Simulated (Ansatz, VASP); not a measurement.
# Cross-check of H3C7 (amorphous C:H with 30 at. % H) between VASP and Ansatz, part 2 of 2

Aim: how closely do two programs agree when they are given the same cell, functional and k mesh? Of the first pair: The structure shown is the start of the Ansatz relaxation below; VASP solves that cell, so the two are compared at the walk's first step.

VASP 6.6.1 and Ansatz 0.2.0.

So far. Step 3 (VASP: single point, PBE with D3(BJ), start cell, pair 1): The run ends at a pressure of 1.83 GPa, with forces up to 3.5 eV/Å.

**5. Ansatz: relaxation, PBE with D3(BJ)**

Level of this step: Ansatz beside VASP: Kohn-Sham DFT, plane waves, PBE with D3(BJ) (Ansatz).

This run makes the geometry at which the two programs are then compared. The cell compared in this pair holds 847.73 Å³, against 831.23 Å³ for the pair before.

The structure compared here is the end of the Ansatz relaxation.

Input file input.yaml:

```yaml
crystal:
  lattice:
    - [9.40245, 0.0, 0.0]
    - [0.0, 9.40245, 0.0]
    - [0.0, 0.0, 9.40245]
  atoms:
    - { symbol: C, position: [0.84485, 0.19461, 0.32594] }
    - { symbol: C, position: [0.43891, 0.01812, 0.27678] }
    - { symbol: C, position: [0.35075, 0.46613, 0.60646] }
    - { symbol: C, position: [0.21751, 0.60588, 0.97966] }
    - { symbol: C, position: [0.42365, 0.35338, 0.51725] }
    - { symbol: C, position: [0.37353, 0.34008, 0.91344] }
    - { symbol: C, position: [0.22303, 0.88045, 0.83158] }
    - { symbol: C, position: [0.91019, 0.69004, 0.27262] }
    - { symbol: C, position: [0.42644, 0.53931, 0.18432] }
    - { symbol: C, position: [0.74662, 0.3248, 0.34056] }
    - { symbol: C, position: [0.87905, 0.56635, 0.34283] }
    - { symbol: C, position: [0.15692, 0.47828, 0.98928] }
    - { symbol: C, position: [0.08677, 0.49998, 0.5316] }
    - { symbol: C, position: [0.0958, 0.98528, 0.23737] }
    - { symbol: C, position: [0.66826, 0.55981, 0.20242] }
    - { symbol: C, position: [0.56264, 0.39482, 0.49469] }
    - { symbol: C, position: [0.00838, 0.11929, 0.51177] }
    - { symbol: C, position: [0.52996, 0.78127, 0.15788] }
    - { symbol: C, position: [0.41523, 0.68972, 0.13225] }
    - { symbol: C, position: [0.02929, 0.04002, 0.76531] }
    - { symbol: C, position: [0.95929, 0.04952, 0.62107] }
    - { symbol: C, position: [0.23564, 0.54713, 0.56948] }
    - { symbol: C, position: [0.71936, 0.11264, 0.67736] }
    - { symbol: C, position: [0.43997, 0.5192, 0.72912] }
    - { symbol: C, position: [0.5625, 0.49896, 0.11231] }
    - { symbol: C, position: [0.89624, 0.47934, 0.71182] }
    - { symbol: C, position: [0.79142, 0.46445, 0.81098] }
    - { symbol: C, position: [0.80419, 0.00462, 0.61529] }
    - { symbol: C, position: [0.4577, 0.08762, 0.51916] }
    - { symbol: C, position: [0.96685, 0.78421, 0.79963] }
[... 64 atom lines left out ...]
    - { symbol: H, position: [0.01726, 0.78462, 0.57879] }
    - { symbol: H, position: [0.56398, 0.62266, 0.43689] }
    - { symbol: H, position: [0.74749, 0.79571, 0.52044] }
    - { symbol: H, position: [0.45197, 0.24919, 0.24078] }
    - { symbol: H, position: [0.6989, 0.56679, 0.55299] }
    - { symbol: H, position: [0.637, 0.18415, 0.46507] }
kpoints:
  mp_grid: { grid: [1, 1, 1] }
hamiltonian:
  xc: pbe
  dispersion: d3bj
scf:
  occupations: { method: fermi_dirac, width: 0.025 }
output:
  forces: true
relax:
  f_tol: 0.04
  max_steps: 250
  cell: {}
```

The run is started by

```
$ ansatz run input.yaml --threads 4 --pin off --max-ram 8192MiB --backend cpu --events-out ev --progress --plain --runs-dir out
```

Numbers of over 12 decimals in the logs are rounded to 6 here.

The log of the run:

```text
[...]
Crystal: 100 atoms, lattice volume = 831.234 Å³
Basis set: ecut = 420 eV, 16279 PW (Γ), exchange–correlation on 128×128×128 points (8 copies of the dense FFT grid, shifted against one another)
Bands: 255, of which v1, the nominal top of the filled ones, is band 155 counted from 1 (154 counted from 0)
Symmetry: 1 space group operations
[...]
k-points: 1
[...]
- { symbol: H, position: [0.135223, 0.672081, 0.253994] }
    - { symbol: H, position: [0.079447, 0.741098, 0.419407] }
    - { symbol: H, position: [0.335197, 0.497433, 0.152994] }
    - { symbol: H, position: [0.667010, 0.291071, 0.241222] }
    - { symbol: H, position: [0.879237, -0.037702, 0.275363] }
    - { symbol: H, position: [0.359968, 0.966321, 0.282772] }
[...]
- { symbol: H, position: [0.858259, 0.853223, 0.479521] }
    - { symbol: H, position: [0.432140, 0.264327, 0.201867] }
    - { symbol: H, position: [0.709665, 0.543601, 0.533188] }
    - { symbol: H, position: [0.648320, 0.173012, 0.452690] }
[key lines of the parts left out:]
P = ⅓ Tr σ = -0.0234 GPa (-0.234 kbar)
```

**6. VASP: single point, PBE with D3(BJ), relaxed cell, pair 2**

The same cell, functional, mesh and smearing now go to VASP, with its own data sets.

Input file INCAR:

```
SYSTEM = H3C7
PREC = Accurate
ENCUT = 600
EDIFF = 1E-06
NELM = 120
ISMEAR = -1
SIGMA = 0.025
LREAL = Auto
ALGO = Normal
GGA = PE
IVDW = 12
NBANDS = 232
LORBIT = 11
LWAVE = .FALSE.
LCHARG = .FALSE.
ISIF = 2
LASPH = .TRUE.
GGA_COMPAT = .FALSE.
EFERMI = MIDGAP
NCORE = 2
```

Input file POSCAR:

```
H3C7
1.0
    9.6172700000      0.3594290000     -0.1905160000
    0.3594290000      9.4779070000      0.2139700000
   -0.1905160000      0.2139700000      9.3223140000
C H
70 30
Direct
    0.8527700000      0.1783700000      0.3044200000
    0.4451900000      0.0317500000      0.2498700000
    0.3582800000      0.4469900000      0.5931900000
    0.2091400000      0.6332100000      0.9980500000
    0.4324800000      0.3531200000      0.4921200000
    0.3700400000      0.3612700000      0.9088500000
    0.1863000000      0.9268300000      0.8433600000
    0.9042100000      0.6749400000      0.2812300000
    0.4269200000      0.5511700000      0.1803500000
    0.7519100000      0.3083900000      0.3200300000
    0.8830500000      0.5458500000      0.3428600000
    0.1642300000      0.5032700000      0.0082500000
    0.0758800000      0.4808700000      0.5587900000
    0.1305100000      0.9737400000      0.2352000000
    0.6705500000      0.5618700000      0.1876400000
    0.5698600000      0.3849100000      0.4729200000
    0.0079600000      0.1291900000      0.5125400000
    0.5258700000      0.7902100000      0.1437500000
    0.4118200000      0.7058100000      0.1297600000
    0.9830500000      0.0640500000      0.7896100000
    0.9521100000      0.0763800000      0.6322800000
    0.2239500000      0.4934400000      0.6150700000
    0.7146600000      0.1288800000      0.6707800000
    0.4592500000      0.4975100000      0.7063300000
    0.5544700000      0.5069000000      0.1029500000
    0.8717100000      0.4923100000      0.7051700000
    0.7783900000      0.4676100000      0.8118600000
    0.8062600000      0.0235100000      0.6105300000
    0.4639000000      0.0854600000      0.4940100000
    0.9646900000      0.7878300000      0.8137000000
[... 64 atom lines left out ...]
    0.1114800000      0.7310900000      0.6673300000
    0.5724800000      0.6136900000      0.4158600000
    0.8582600000      0.8532200000      0.4795200000
    0.4321400000      0.2643300000      0.2018700000
    0.7096600000      0.5436000000      0.5331900000
    0.6483200000      0.1730100000      0.4526900000
```

Input file KPOINTS:

```
Automatic mesh
0
Gamma
1 1 1
0 0 0
```

The projector-augmented-wave data sets are C and H (PBE family, release 64).

The run is started by

```
$ mpirun -np 8 vasp_gam
```

The log of the run:

```text
[... set-up lines as in an earlier step ...]
 entering main loop
       N       E                     dE             d eps       ncg     rms          rms(c)
DAV:   1     0.216623717309E+04    0.21662E+04   -0.18542E+05   464   0.145E+03
DAV:   2    -0.528700329963E+03   -0.26949E+04   -0.25357E+04   584   0.314E+02
DAV:   3    -0.747191286030E+03   -0.21849E+03   -0.21400E+03   584   0.874E+01
DAV:   4    -0.752999694350E+03   -0.58084E+01   -0.57694E+01   568   0.154E+01
[...]
DAV:  17    -0.702783599673E+03    0.41797E-05   -0.42870E-05   496   0.140E-02    0.728E-03
DAV:  18    -0.702783598417E+03    0.12551E-05   -0.85979E-06   528   0.591E-03    0.362E-03
DAV:  19    -0.702783598807E+03   -0.38927E-06   -0.17915E-06   368   0.308E-03
   1 F= -.71371708E+03 E0= -.71370723E+03  d E =-.197144E-01
```

OUTCAR, selected parts (step 6):

```text
  FREE ENERGIE OF THE ION-ELECTRON SYSTEM (eV)
  ---------------------------------------------------
  free  energy   TOTEN  =      -713.7170835005 eV

  energy  without entropy=     -713.6973691050  energy(sigma->0) =     -713.70722630
```

The run ends at a pressure of -0.06 GPa, with forces up to 0.078 eV/Å.

**7. Side by side**

What differs besides the data sets and the points named for the pairs above, as far as they apply: the cutoff is 420 eV in Ansatz and 600 eV in VASP (PREC = Accurate, projectors in real space). Total energies have different zeros and are not compared.

Both answers:

| quantity | Ansatz | VASP | difference |
| --- | --- | --- | --- |
| pressure (GPa) | -0.02 | -0.06 | +0.03 |
| gap on the k mesh (eV) | 0.147 | 0.148 | -0.001 |

At this near-relaxed geometry the largest component of a force difference is 65 meV/Å. A gap on the mesh is an upper bound, since the band edges may lie between its points.

**8. Summary of results**

* r.m.s. force difference (single point, PBE with D3(BJ), start cell, pair 1): 2.7 % of the r.m.s. force
* r.m.s. force difference (single point, PBE with D3(BJ), relaxed cell, pair 2): 16 meV/Å

What this shows: The r.m.s. force difference is 16 meV/Å (single point, PBE with D3(BJ), relaxed cell, pair 2), beyond the 12 meV/Å picked in this series as the mark of a large difference. What causes the difference of the single point, PBE with D3(BJ), relaxed cell, pair 2 pair stays open here. How closely two codes agree says nothing of how well the functional describes the real material.

[Lines on the potential files, build, host, timing and source positions are cut from VASP's logs without a mark.]

[Logs are printed without paths, hosts, clocks, repeated set-up lines and the standing remarks that a program may print on its own settings, such as how far it seeks lower states.]

[Hosts, paths, dates, database ids (printed as entryN), source tags and the programs' standing remarks are cut or masked in the printed files.]
